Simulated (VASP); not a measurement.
A run of VASP 6.6.1 is set up as follows.

File INCAR:

```
SYSTEM = TaMo7S16
  PREC = Accurate
  ENCUT = 520
  EDIFF = 1E-8
  ISMEAR = -1
  SIGMA = 0.01
  LREAL = Auto
  LASPH = .TRUE.
  NELM = 100
  ALGO = Fast
  ISIF = 2
  LWAVE = .FALSE.
  LCHARG = .FALSE.
  GGA = PE
  LEFG = .TRUE.
  NELECT = 204.0
  NBANDS = 120
```

File KPOINTS:

```
Automatic mesh
0
G
  4 4 2
  0 0 0
```

POSCAR

```
TaMo7S16
1.0
    6.3380000000      0.0000000000      0.0000000000
   -3.1690000000      5.4888690092      0.0000000000
    0.0000000000      0.0000000000     12.3240000000
Ta Mo S
1 7 16
Direct
    0.1666666666      0.3333333334      0.2500000000
    0.1666666666      0.8333333334      0.2500000000
    0.6666666666      0.3333333334      0.2500000000
    0.6666666666      0.8333333334      0.2500000000
    0.3333333334      0.1666666666      0.7500000000
    0.3333333334      0.6666666666      0.7500000000
    0.8333333334      0.1666666666      0.7500000000
    0.8333333334      0.6666666666      0.7500000000
    0.1666666666      0.3333333334      0.6230000000
    0.1666666666      0.8333333334      0.6230000000
    0.6666666666      0.3333333334      0.6230000000
    0.6666666666      0.8333333334      0.6230000000
    0.3333333334      0.1666666666      0.1230000000
    0.3333333334      0.6666666666      0.1230000000
    0.8333333334      0.1666666666      0.1230000000
    0.8333333334      0.6666666666      0.1230000000
    0.1666666666      0.3333333334      0.8770000000
    0.1666666666      0.8333333334      0.8770000000
    0.6666666666      0.3333333334      0.8770000000
    0.6666666666      0.8333333334      0.8770000000
    0.3333333334      0.1666666666      0.3770000000
    0.3333333334      0.6666666666      0.3770000000
    0.8333333334      0.1666666666      0.3770000000
    0.8333333334      0.6666666666      0.3770000000
```

Potentials or basis: VASP PAW PBE potentials, release 64 (Ta_pv, Mo_sv, S).

The run is started by

```console
$ cat potpaw_PBE.64/Ta_pv/POTCAR potpaw_PBE.64/Mo_sv/POTCAR potpaw_PBE.64/S/POTCAR > POTCAR
$ mpirun -np 1 vasp_std > vasp.out
```

Question: Estimate the largest force.

Answer: 0.462 eV/Å.

Question: Predict the band gap on the k mesh.

Answer: None (metal or under the smearing width).

Electric field gradients, principal values (V/Å²):
```
atom     Vxx     Vyy       Vzz
1 Ta  95.993  95.995  -191.988
2 Mo  21.137  55.029   -76.166
3 Mo  21.137  55.029   -76.166
4 Mo  21.136  55.031   -76.166
5 Mo  35.855  35.869   -71.724
6 Mo  35.854  35.870   -71.724
7 Mo  35.854  35.870   -71.724
8 Mo  35.002  35.004   -70.005
 9 S  23.101  23.102   -46.204
10 S  21.982  22.150   -44.132
11 S  21.982  22.150   -44.132
12 S  21.983  22.149   -44.132
13 S   8.969  42.796   -51.765
14 S   8.970  42.795   -51.765
15 S   8.970  42.795   -51.765
16 S  25.476  25.478   -50.954
17 S  23.101  23.102   -46.204
18 S  21.982  22.150   -44.132
19 S  21.982  22.150   -44.132
20 S  21.983  22.149   -44.132
21 S   8.969  42.796   -51.765
22 S   8.970  42.795   -51.765
23 S   8.970  42.795   -51.765
24 S  25.476  25.478   -50.954
```

Caveat: the cell carries a net charge on a neutralising background, which shifts energy and pressure; the cell is charged against a uniform background, so pressure and absolute levels hang on convention. The run has no spin-orbit coupling, so splittings on Ta are missing.
